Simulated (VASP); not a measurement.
Given:

```
GaSb
1.0
    0.00000     3.08331     3.08331
    3.08331     0.00000     3.08331
    3.08331     3.08331     0.00000
Ga Sb
1 1
Direct
  0.00000   0.00000   0.00000
  0.25000   0.25000   0.25000
```

Level of theory: optB86b-vdW, VASP's PBE PAW potentials (set 64) (plane waves; VASP 6.6.1). Settings: 520 eV cut-off, 9×9×9 Γ-centred mesh, first-order Methfessel-Paxton smearing of 0.10 eV, potentials Ga_d Sb.

Unless said otherwise, spin-orbit coupling is left out, though it shifts the bands of the heavy elements here.

**Question.** Estimate the energy per atom (σ→0), band gap (on the k-mesh) with the smallest direct gap where there is one.

**Answer.** 
The band gap (on the k-mesh) comes out as none (metal, semimetal or under 0.01 eV) and the energy per atom (σ→0) is -1.054 eV/atom.

The compound is GaSb in the zinc blende structure. It was relaxed first. The start is the result of an earlier pass.
